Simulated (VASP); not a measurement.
A convergence study with VASP on W (bcc): a few settings are varied, all else stays as given below, so the limit is that of these other settings. The cell's lengths are 1 % over those of the tabulated start, so it is off equilibrium.

```xyz
1
Lattice="-1.5958 1.5958 1.5958 1.5958 -1.5958 1.5958 1.5958 1.5958 -1.5958" Properties=species:S:1:pos:R:3 pbc="T T T"
W      0.0000     0.0000     0.0000
```

The numbers are results of PBE GGA, VASP's PBE PAW potentials (set 64) (plane waves; VASP 6.6.1), not measurements. The last row used: LREAL = Auto, 600 eV cut-off, 14×14×14 Γ-centred mesh, first-order Methfessel-Paxton smearing of 0.10 eV, potentials W_sv.

```tsv
setting	E (eV/atom)	pressure (GPa)	plane waves
ENCUT = 300, LREAL = .FALSE., PREC = Normal	…	…	202
ENCUT = 400, LREAL = .FALSE., PREC = Normal	-12.9470	-1.26	321
ENCUT = 500, LREAL = .FALSE., PREC = Normal	-12.9469	-1.25	426
ENCUT = 600, LREAL = .FALSE., PREC = Normal	-12.9472	-1.19	559
ENCUT = 500, LREAL = .FALSE., PREC = Accurate	-12.9469	-1.25	426
ENCUT = 600, LREAL = .FALSE., PREC = Accurate	-12.9472	-1.19	559
ENCUT = 300, LREAL = Auto, PREC = Normal	-12.9459	-1.87	202
ENCUT = 400, LREAL = Auto, PREC = Normal	-12.9473	-1.09	321
ENCUT = 500, LREAL = Auto, PREC = Normal	-12.9496	-0.97	426
ENCUT = 600, LREAL = Auto, PREC = Normal	-12.9475	-0.83	559
ENCUT = 300, LREAL = Auto, PREC = Accurate	-12.9457	-2.10	202
ENCUT = 400, LREAL = Auto, PREC = Accurate	-12.9476	…	321
ENCUT = 500, LREAL = Auto, PREC = Accurate	-12.9476	-1.27	426
ENCUT = 600, LREAL = Auto, PREC = Accurate	-12.9469	-1.14	559
```

Question: Some entries are withheld; supply them.

Answer: 
- ENCUT = 400, LREAL = Auto, PREC = Accurate, pressure (GPa): -1.13
- ENCUT = 300, LREAL = .FALSE., PREC = Normal, E (eV/atom): -12.9460
- ENCUT = 300, LREAL = .FALSE., PREC = Normal, pressure (GPa): -2.13

Left out are rungs that failed or repeat a setting and relaxations that didn't move; long series are thinned to 24 rows.

The compound is W in the bcc structure. The cell was not relaxed at this level.
